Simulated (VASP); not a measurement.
```xyz
2
Lattice="0.0000 3.2100 3.2100 3.2100 0.0000 3.2100 3.2100 3.2100 0.0000" Properties=species:S:1:pos:R:3 pbc="T T T"
Mg     0.0000     0.0000     0.0000
Te     1.6050     1.6050     1.6050
```

Calculation: PBE GGA with D3 dispersion (Becke-Johnson damping), VASP's PBE PAW potentials (set 64) (plane waves; VASP). Numerical set-up: 400 eV cut-off, 7×7×7 Γ-centred mesh, Gaussian smearing of 0.050 eV, potentials Mg Te.

Unless said otherwise, spin-orbit coupling is left out, though it shifts the bands of the heavy elements here.

What does the run give for the energy per atom (σ→0), band gap (on the k-mesh) with the smallest direct gap where there is one?

```
Property                                              Value
-----------------------------------  ----------------------
band gap (on the k-mesh)                            2.50 eV
smallest direct gap (on the k-mesh)                 2.50 eV
energy per atom (σ→0)                -337.0 kJ/mol of atoms
```

Only differences to runs with the same potentials and settings are physical.

The compound is MgTe in the zinc blende structure, whereas wurtzite is the usual form. The cell was not relaxed at this level. The run is one of a series of settings (IVDW = 12 against the base run), some of them coarse on purpose.
